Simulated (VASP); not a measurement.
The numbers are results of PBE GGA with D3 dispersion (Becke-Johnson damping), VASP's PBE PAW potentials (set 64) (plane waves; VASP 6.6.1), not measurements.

VASP input:

KPOINTS:
```
Automatic mesh
0
Gamma
8 8 8
0 0 0
```

### POSCAR
```
Si
1.0
  0.0000000000   2.7097847917   2.7097847917
  2.7097847917   0.0000000000   2.7097847917
  2.7097847917   2.7097847917   0.0000000000
Si
2
Cartesian
  0.0000000000   0.0000000000   0.0000000000
  1.3548923959   1.3548923959   1.3548923959
```

### INCAR
```
IVDW  =  12   ! D3, Becke-Johnson
EDIFFG  =  -0.01   ! ionic stop
GGA  =  PE   ! PBE
LREAL  =  F   ! projection in real space or not
LASPH  =  T   ! aspherical one-centre terms
NSW  =  60   ! most ionic steps
EDIFF  =  1E-6
ALGO  =  Normal   ! blocked Davidson
LCHARG  =  F
LWAVE  =  F
SIGMA  =  0.05   ! width (eV)
SYSTEM  =  Si
NELM  =  100
IBRION  =  2
ENCUT  =  400   ! plane-wave cut-off (eV)
ISMEAR  =  0
ISIF  =  3   ! ions, shape and volume
PREC  =  Accurate
```

POTCAR, in this order: Si (PBE.64 set). Program: vasp_std.

The resulting files:

### OSZICAR
```
       N       E                     dE             d eps       ncg     rms          rms(c)
DAV:   1     0.365941618800E+01    0.36594E+01   -0.28943E+03   464   0.626E+02
DAV:   2    -0.108602652672E+02   -0.14520E+02   -0.14138E+02   752   0.745E+01
DAV:   3    -0.110211472809E+02   -0.16088E+00   -0.16088E+00   592   0.972E+00
DAV:   4    -0.110217464537E+02   -0.59917E-03   -0.59917E-03   784   0.641E-01
DAV:   5    -0.110217467680E+02   -0.31431E-06   -0.31433E-06   600   0.138E-02    0.492E+00
DAV:   6    -0.108939363808E+02    0.12781E+00   -0.84871E-02   568   0.152E+00    0.301E+00
DAV:   7    -0.108359803289E+02    0.57956E-01   -0.15948E-01   576   0.222E+00    0.198E-01
DAV:   8    -0.108370532131E+02   -0.10729E-02   -0.40770E-03   560   0.484E-01    0.753E-02
DAV:   9    -0.108372410554E+02   -0.18784E-03   -0.17618E-04   632   0.105E-01    0.565E-02
DAV:  10    -0.108372683291E+02   -0.27274E-04   -0.32928E-05   560   0.426E-02    0.916E-03
DAV:  11    -0.108372681139E+02    0.21513E-06   -0.56396E-07   648   0.544E-03
   1 F= -.11469432E+02 E0= -.11469432E+02  d E =-.114694E+02
```

OUTCAR:
```
------------------------ aborting loop because EDIFF is reached ----------------------------------------
 Edisp (eV)   -0.63216
  FORCE on cell =-STRESS in cart. coord.  units (eV):
  Direction    XX          YY          ZZ          XY          YZ          ZX
  --------------------------------------------------------------------------------------
  Total       0.00554     0.00554     0.00554     0.00000    -0.00000     0.00000
  in kB       0.22309     0.22309     0.22309     0.00000    -0.00000     0.00000
  external pressure =        0.22 kB  Pullay stress =        0.00 kB
  volume of cell :       39.80
      direct lattice vectors                 reciprocal lattice vectors
     0.000000000  2.709784792  2.709784792    -0.184516498  0.184516498  0.184516498
     2.709784792  0.000000000  2.709784792     0.184516498 -0.184516498  0.184516498
     2.709784792  2.709784792  0.000000000     0.184516498  0.184516498 -0.184516498
 POSITION                                       TOTAL-FORCE (eV/Angst)
 -----------------------------------------------------------------------------------
      0.00000      0.00000      0.00000         0.000000      0.000000      0.000000
      1.35489      1.35489      1.35489        -0.000000     -0.000000     -0.000000
 -----------------------------------------------------------------------------------
    total drift:                                0.000000      0.000000     -0.000000
  FREE ENERGIE OF THE ION-ELECTRON SYSTEM (eV)
  ---------------------------------------------------
  free  energy   TOTEN  =       -11.4694319227 eV

  energy  without entropy=      -11.4694319227  energy(sigma->0) =      -11.46943192

 reached required accuracy - stopping structural energy minimisation
```
(Selected blocks of OUTCAR.)

The structure comes from a measured Si entry (Fd-3m) of the Crystallography Open Database, whose conditions weren't checked. It was relaxed first. The start is the result of an earlier pass.
